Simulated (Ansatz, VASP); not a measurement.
## CsPbI2Br in two plane-wave programs

Aim: how closely do two programs agree when they are given the same cell, functional and k mesh? The cell is taken from a series of runs on this material, whose earlier steps may have relaxed, scaled, displaced or heated it; both programs get it as it stands.

Main program and level: Ansatz 0.2.0; plane waves, with VASP 6.6.1 beside it; single point at HSE06.

**1. The structure**

The structure is tetragonal, space group P4/mmm (No. 123). The conventional cell has a = 6.120 Å, b = 6.120 Å, c = 5.724 Å, α = 90.00°, β = 90.00°, γ = 90.00°. Nearest to Cs lie 8 I at 4.19 Å and 4 Br at 4.33 Å. Nearest to Pb lie 2 Br at 2.86 Å and 4 I at 3.06 Å. I has 2 Pb at 3.06 Å and 4 Cs at 4.19 Å nearest. Nearest to Br lie 2 Pb at 2.86 Å and 4 Cs at 4.33 Å. Farther neighbours and most contacts between anions are not listed.

**2. Ansatz: single point, HSE06**

Ansatz runs on its PAW soft_1 files.

A single point gives forces, pressure and levels at one fixed geometry, so differences don't come from the geometry; what else differs is listed under the comparison.

Input file input.yaml:

```yaml
crystal:
  lattice:
    - [6.12028416, 0.0, 0.0]
    - [0.0, 6.12028416, 0.0]
    - [0.0, 0.0, 5.7237312]
  atoms:
    - { symbol: Cs, position: [0.5, 0.5, 0.5] }
    - { symbol: Pb, position: [0.0, 0.0, 0.0] }
    - { symbol: I, position: [0.0, 0.5, 0.0] }
    - { symbol: I, position: [0.5, 0.0, 0.0] }
    - { symbol: Br, position: [0.0, 0.0, 0.5] }
kpoints:
  mp_grid: { grid: [2, 2, 2] }
  band_path:
    path:
      - [0.0, 0.0, 0.0]
      - [0.0, 0.5, 0.0]
      - [0.5, 0.5, 0.0]
      - [0.0, 0.0, 0.5]
      - [0.0, 0.5, 0.5]
      - [0.5, 0.5, 0.5]
    npoints: 1
hamiltonian:
  xc: hse06
  pseudopotentials: { kind: paw, azcp: { folder: soft_1 } }
scf:
  occupations: { method: fixed }
  n_extra_bands: 5
output:
  eigenvalues: true
```

On the command line:

```sh
$ ansatz run input.yaml --threads 2 --pin off --max-ram 92160MiB --backend cuda --events-out ev --progress --plain --runs-dir out --devices 1 --max-vram 13GiB
```

Numbers of over 12 decimals in the logs are rounded to 6 here.

Log:

```text
scf.n_extra_bands = 5 over 32 filled bands (N_el = 64.0): the run solves 37 bands
GPUs: using 1 of 1 available (devices: 1).
Engine: ansatz 0.2.0, x86_64-unknown-linux-gnu
Pseudopotentials: kind: paw
Pseudopotential: Cs, paw, valence charge 9, recommended cutoff 420 eV (normal), soft_1/Cs.paw.azcp
Pseudopotential: Pb, paw, valence charge 14, recommended cutoff 420 eV (normal), soft_1/Pb.paw.azcp
Pseudopotential: I, paw, valence charge 17, recommended cutoff 420 eV (normal), soft_1/I.paw.azcp
Pseudopotential: Br, paw, valence charge 7, recommended cutoff 420 eV (normal), soft_1/Br.paw.azcp
Functional definition: HSE06
  parameter a = 0.25
  parameter omega = 0.11/bohr
  exchange = pbe_x - a*pbe_x_sr(omega) + a*exact_x_sr(omega)
  correlation = pbe_c
davidson cushion auto → on  (no smearing: the cushion is to keep the highest requested band from converging to the state above it; pin scf.eigensolver.cushion to override)
device memory: the entry about to start is reckoned to put 1.8 GiB on a device that reports 52.1 GiB free (of which the cap on the GPU budget leaves the run 13.0 GiB)
GPU FFT provider: cuFFT
GPU libraries: cuBLAS 13.8.2, cuFFT 12.4.0, cuSOLVER 12.3.4
Crystal: 5 atoms, lattice volume = 214.399 Å³
Basis set: ecut = 420 eV, 4183 PW (Γ)
Bands: 37, of which v1, the nominal top of the filled ones, is band 32 counted from 1 (31 counted from 0)
Symmetry: 16 space group operations
Space group: P4/mmm (ITA 123), of the structure as read, at distance tolerance 6.0e-5 Å
k-points: 6 of 8
Non-local potential: Cs, projectors of the file, l = 0: 3, l = 1: 2, l = 2: 2, l = 3: 2
Non-local potential: Pb, projectors of the file, l = 0: 2, l = 1: 2, l = 2: 2, l = 3: 1
Non-local potential: I, projectors of the file, l = 0: 2, l = 1: 2, l = 2: 2, l = 3: 1
Non-local potential: Br, projectors of the file, l = 0: 2, l = 1: 2, l = 2: 2
PAW form: soft (Blöchl's): semilocal exchange-correlation on the pseudo side does not see the compensation charge
PAW frozen core: Cs, regenerated for the run's functional, and the local potential with it (the file was generated under x = pbe(κ = 0.804, μ = 0.219515), c = pbe(β = 0.066725))
PAW frozen core: Pb, regenerated for the run's functional, and the local potential with it (the file was generated under x = pbe(κ = 0.804, μ = 0.219515), c = pbe(β = 0.066725))
PAW frozen core: I, regenerated for the run's functional, and the local potential with it (the file was generated under x = pbe(κ = 0.804, μ = 0.219515), c = pbe(β = 0.066725))
PAW frozen core: Br, regenerated for the run's functional, and the local potential with it (the file was generated under x = pbe(κ = 0.804, μ = 0.219515), c = pbe(β = 0.066725))
PAW one-centre angular grid: Cs, 194 points (default); XC on 96 Gauss nodes
PAW one-centre angular grid: Pb, 590 points (default); XC on 64 Gauss nodes
PAW one-centre angular grid: I, 590 points (default); XC on 96 Gauss nodes
PAW one-centre angular grid: Br, 110 points (default); XC on 64 Gauss nodes
Initial density: superposition of atomic densities (chi_scale 0.1, normalization cell, long waves kept (reshape's long-wave potential 0.00 eV rms))
Initial wavefunctions: pseudopotential atomic-orbital guess
GPU buffer pool allocated for 81000 grid points (all kernels)
GPU transforms: local potential and band sums: pruned to the plane-wave sphere, on 45×45×40
Functional: x = pbe(κ = 0.804, μ = 0.219515), c = pbe(β = 0.066725), warm-up for x = pbe(κ = 0.804, μ = 0.219515) + 0.25 (exact − pbe) at short range (hse, ω = 0.207870 Å⁻¹), c = pbe(β = 0.066725); HSE06 as pw.x's `hse` composes it (authors' and Libxc's form: `xc: wpbeh`)
SCF iter   1: F=—  HF=-35394.407583 eV  |F-HF|=—  |Δ(HF+E_count)|=         —  Δρ=1.94e-2  dr2=2.29e0  ethr=1.00e-1  ⟨swp⟩=7.5  Hψ=636  notcnv=0
preconditioner: auto → none  [insulator: Δε(μ)=0.917 eV  Ē_g=9.343 eV  n_scr=32 (ndim 8)  ℏωp=13.9 eV  f_vac=0.037]
iter 2 solved again at ethr=2.29e-4 eV; its pass at ethr=3.58e-3 eV (dr2=1.47e-1 eV) is discarded
SCF iter   2: F=—  HF=-35393.392687 eV  |F-HF|=—  |Δ(HF+E_count)|=    1.01e0  Δρ=6.86e-3  dr2=1.47e-1  ethr=2.29e-4  ⟨swp⟩=5.0  Hψ=1192  notcnv=0  defer=10
SCF iter   3: F=—  HF=-35393.369481 eV  |F-HF|=—  |Δ(HF+E_count)|=   2.32e-2  Δρ=2.58e-3  dr2=9.35e-3  ethr=2.29e-4  ⟨swp⟩=6.8  Hψ=614  notcnv=0  defer=6
SCF iter   4: F=—  HF=-35393.375530 eV  |F-HF|=—  |Δ(HF+E_count)|=   6.05e-3  Δρ=8.39e-4  dr2=1.57e-3  ethr=1.46e-5  ⟨swp⟩=6.0  Hψ=637  notcnv=0  defer=4
SCF iter   5: F=—  HF=-35393.376136 eV  |F-HF|=—  |Δ(HF+E_count)|=   6.06e-4  Δρ=1.72e-4  dr2=1.18e-4  ethr=2.45e-6  ⟨swp⟩=4.7  Hψ=639  notcnv=0  defer=2
SCF iter   6: F=-35393.376117 eV  HF=-35393.376117 eV  |F-HF|=5.86e-8  |Δ(HF+E_count)|=   1.99e-5  Δρ=6.46e-5  dr2=6.60e-6  ethr=1.84e-7  ⟨swp⟩=4.5  Hψ=680  notcnv=0
SCF 1 stopped early in 6 iterations: F = -35393.376117 eV  dr2 = 6.60e-6
  greatest PAW one-centre occupation: 0.999 electrons in one spin orbital (limit 2), on the I atom at site 2 (counted from 0), in its partial waves of l = 2
device memory: the entry about to start is reckoned to put 2.3 GiB on a device that reports 52.1 GiB free (of which the cap on the GPU budget leaves the run 13.0 GiB)
GPU FFT provider: cuFFT
GPU libraries: cuBLAS 13.8.2, cuFFT 12.4.0, cuSOLVER 12.3.4
Initial density: handed on by an earlier stage of this run
Initial wavefunctions: those handed on with the density
GPU buffer pool allocated for 81000 grid points (all kernels)
GPU transforms: local potential and band sums: pruned to the plane-wave sphere, on 45×45×40
Functional: x = pbe(κ = 0.804, μ = 0.219515) + 0.25 (exact − pbe) at short range (hse, ω = 0.207870 Å⁻¹), c = pbe(β = 0.066725); HSE06 as pw.x's `hse` composes it (authors' and Libxc's form: `xc: wpbeh`)
Exchange kernel: α = 0.2500, screened, ω = 0.2079 Å⁻¹, Wigner–Seitz truncation, v(0) = 977.9012 eV·Å³, q-mesh 2×2×2, nearest image of the exchange supercell L = 11.45 Å, pair-density grid 27×27×27, without the augmentation charges, whose exchange is taken in its separable form by FFT convolution over the k-point mesh (sized by the pseudopotential files, 45×45×40 at the most), smooth part of the exact exchange by density-matrix convolution in up to 2.20 GiB of GPU memory as planned if the GPU has room (build and FFT work areas not counted)
Frozen-core exchange: fock
SCF iter   1: F=—  HF=-35413.354957 eV  |F-HF|=—  |Δ(HF+E_count)|=         —  Δρ=3.00e-3  dr2=1.76e-2  ethr=1.03e-7  ⟨swp⟩=9.2  Hψ=1329  notcnv=0
preconditioner: auto → none  [insulator: Δε(μ)=1.588 eV  Ē_g=10.310 eV  n_scr=32 (ndim 8)  ℏωp=13.9 eV  f_vac=0.090]
SCF iter   2: F=—  HF=-35413.348814 eV  |F-HF|=—  |Δ(HF+E_count)|=   6.14e-3  Δρ=1.05e-3  dr2=2.48e-3  ethr=1.03e-7  ⟨swp⟩=5.3  Hψ=920  notcnv=0
SCF iter   3: F=—  HF=-35413.357856 eV  |F-HF|=—  |Δ(HF+E_count)|=   9.04e-3  Δρ=4.91e-4  dr2=5.94e-4  ethr=1.03e-7  ⟨swp⟩=5.5  Hψ=897  notcnv=0
SCF iter   4: F=—  HF=-35413.357672 eV  |F-HF|=—  |Δ(HF+E_count)|=   1.84e-4  Δρ=7.21e-5  dr2=2.06e-5  ethr=1.03e-7  ⟨swp⟩=4.3  Hψ=676  notcnv=0
SCF iter   5: F=-35413.357792 eV  HF=-35413.357796 eV  |F-HF|=3.99e-6  |Δ(HF+E_count)|=   1.24e-4  Δρ=5.29e-5  dr2=7.59e-6  ethr=1.29e-8  ⟨swp⟩=4.8  Hψ=718  notcnv=0
SCF 2 stopped early in 5 iterations: F = -35413.357792 eV  dr2 = 7.59e-6
  greatest PAW one-centre occupation: 0.999 electrons in one spin orbital (limit 2), on the I atom at site 3 (counted from 0), in its partial waves of l = 2
hybrid outer 1: dexx = +1.065e-2 eV, tail = 5.12e-5 eV
GPU FFT provider: cuFFT
GPU libraries: cuBLAS 13.8.2, cuFFT 12.4.0, cuSOLVER 12.3.4
GPU buffer pool allocated for 81000 grid points (all kernels)
GPU transforms: local potential and band sums: pruned to the plane-wave sphere, on 45×45×40
Exchange kernel: α = 0.2500, screened, ω = 0.2079 Å⁻¹, Wigner–Seitz truncation, v(0) = 977.9012 eV·Å³, q-mesh 2×2×2, nearest image of the exchange supercell L = 11.45 Å, pair-density grid 27×27×27, without the augmentation charges, whose exchange is taken in its separable form by FFT convolution over the k-point mesh (sized by the pseudopotential files, 45×45×40 at the most), smooth part of the exact exchange by density-matrix convolution in up to 2.20 GiB of GPU memory as planned if the GPU has room (build and FFT work areas not counted)
Frozen-core exchange: fock
SCF iter   1: F=—  HF=-35413.357709 eV  |F-HF|=—  |Δ(HF+E_count)|=         —  Δρ=1.77e-5  dr2=5.39e-7  ethr=4.00e-7  ⟨swp⟩=3.5  Hψ=518  notcnv=0
preconditioner: auto → none  [insulator: Δε(μ)=1.583 eV  Ē_g=10.308 eV  n_scr=32 (ndim 8)  ℏωp=13.9 eV  f_vac=0.096]
SCF iter   2: F=—  HF=-35413.357710 eV  |F-HF|=—  |Δ(HF+E_count)|=   1.08e-6  Δρ=1.00e-5  dr2=1.32e-7  ethr=7.26e-10  ⟨swp⟩=5.5  Hψ=871  notcnv=0
iter 3 solved again at ethr=1.80e-11 eV; its pass at ethr=1.87e-10 eV (dr2=1.15e-8 eV) is discarded
SCF iter   3: F=-35413.357710 eV  HF=-35413.357710 eV  |F-HF|=7.00e-9  |Δ(HF+E_count)|=   1.54e-8  Δρ=4.36e-6  dr2=1.71e-8  ethr=1.80e-11  ⟨swp⟩=3.0  Hψ=1063  notcnv=0
SCF 3 converged in 3 iterations: F = -35413.357710 eV  dr2 = 1.71e-8
hybrid outer 2: dexx = +7.082e-7 eV, tail = 5.85e-8 eV, Δε = 3.89e-3 eV (about 1.83e-4 eV left of the loop's levels)
device memory: the entry about to start is reckoned to put 1.0 GiB on a device that reports 48.3 GiB free (of which the cap on the GPU budget leaves the run 13.0 GiB)
NSCF: frozen V_eff on 6 k-points
hybrid SCF converged: 2 outer / 8 inner (+6 warm-up), last move |dexx| = 7.08e-7 eV, tail = 5.85e-8 eV
Stability not checked: this state was not tested for a lower state beside it, because the functional holds exact exchange (a hybrid, or Hartree-Fock), whose exchange loop this test does not read (fock_operator; see scf.lower_state_search)
Free energy (F): -35413.357710 eV
Frozen-core exchange: fock
Harris-Foulkes:  -35413.357710 eV  (|F-HF|=7.00e-9)
Internal energy: -35413.357710 eV  (E = F + TS)
E sigma→0 (E₀):  -35413.357710 eV
Fermi energy:    5.028426 eV
--- Per-component energies (eV) ---
  E_band       = -1073.031483
  E_kinetic    = 890.271348
  E_local      = -7070.960065  (includes V_loc(G=0)·N_el)
  E_nonlocal   = 608.068647
  E_hartree    = 3083.067505
  E_xc         = -642.253501
  E_vxc        = -490.137810  (∫ρ·V_xc dr)
  E_exx        = -161.619980  (= α·E_x^exact, valence–valence)
  E_paw        = -27350.685337  (= ΣΔE_a)
  E_vpaw       = -853.163745  (= ΣTr[D̂ρ^β])
  E_aug_tail   = -0.005005  (compensation charges beyond the density's cutoff)
  E_ewald      = -4768.336041
  E_core_change = -0.905280  (= ΣΔE_core)
  E_smearing   = -0.000000  (= −TS)
  E_closure    = -0.000000  (closes the sum)
  Σ components = -35413.357710   (vs F -35413.357710, Δ=-7.28e-12)
--- Band table (eV; the first three rows and the last of 6) ---
  k-point 0: bands = [... 28 lower, 2.7212, 2.7418, 2.8142, 2.8142, 8.3969, 8.9836, 9.4886, 9.6019, ... 1 higher]
  k-point 1: bands = [... 28 lower, 2.4498, 2.6824, 2.6824, 3.2518, 7.9867, 10.1815, 10.3641, 10.5633, ... 1 higher]
  k-point 2: bands = [... 28 lower, 2.4092, 2.5076, 2.6441, 3.5534, 7.5542, 9.9041, 10.2275, 10.2658, ... 1 higher]
  k-point 5: bands = [... 28 lower, 3.1134, 3.1134, 3.3507, 5.0284, 6.6105, 6.6105, 6.8103, 9.3379, ... 1 higher]
```

(Part 1 of 2 ends here.)

[Lines on the potential files, build, host, timing and source positions are cut from VASP's logs without a mark.]

[Logs are printed without paths, hosts, clocks, repeated set-up lines and the standing remarks that a program may print on its own settings, such as how far it seeks lower states.]

[Hosts, paths, dates, database ids (printed as entryN), source tags and the programs' standing remarks are cut or masked in the printed files.]
